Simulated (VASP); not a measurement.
Sb:

```
CELL_PARAMETERS angstrom
2.18642 1.26233 3.79719
-2.18642 1.26233 3.79719
0.00000 -2.52466 3.79719
ATOMIC_POSITIONS crystal
Sb 0.23400 0.23400 0.23400
Sb 0.76600 0.76600 0.76600
```

The cell was built by a generator and needn't be a form met in nature.

* Program: VASP 6.6.1
* Task: relaxation of cell and atoms
* Functional: PBE
* Dispersion: D3(BJ)
* Potentials or basis: VASP PAW PBE potentials, release 64 (Sb)
* Cutoff: 600 eV
* k mesh: 9 × 9 × 7
* Occupations: gaussian, width 0.03 eV
* Spin: no spin polarisation

At the start: pressure -2.1 GPa; volume 31.44 Å³/atom.

Problem. How do energy, volume and symmetry change on relaxing?

Solution. Over 10 steps the energy falls by 11.4 meV/atom and the volume is 29.75 Å³/atom (-5.4 %); space group R-3m (No. 166, to 0.05 Å).

Step by step:
```tsv
step	energy change (eV)	largest force (eV/Å)	pressure (GPa)	volume (Å³)
1	0.0000	0.0234	-2.10	62.88
2	-0.0113	0.2961	1.29	59.20
3	-0.0164	0.1774	-0.01	60.48
4	-0.0191	0.1228	0.01	60.21
5	-0.0221	0.0007	0.07	59.56
6	-0.0222	0.0126	0.08	59.49
7	-0.0226	0.0145	-0.11	59.63
8	-0.0226	0.0152	-0.16	59.67
9	-0.0226	0.0250	0.12	59.37
10	-0.0227	0.0074	0.00	59.50
```

Final structure:
```yaml
crystal:
  lattice:
    - [2.16279, 1.24869, 3.67196]
    - [-2.16279, 1.24869, 3.67196]
    - [0.00000, -2.49738, 3.67196]
  atoms:
    - { symbol: Sb, position: [0.23660, 0.23660, 0.23660] }
    - { symbol: Sb, position: [0.76340, 0.76340, 0.76340] }
```

Caveat: pairwise dispersion overbinds metals, which lowers pressure and volume.
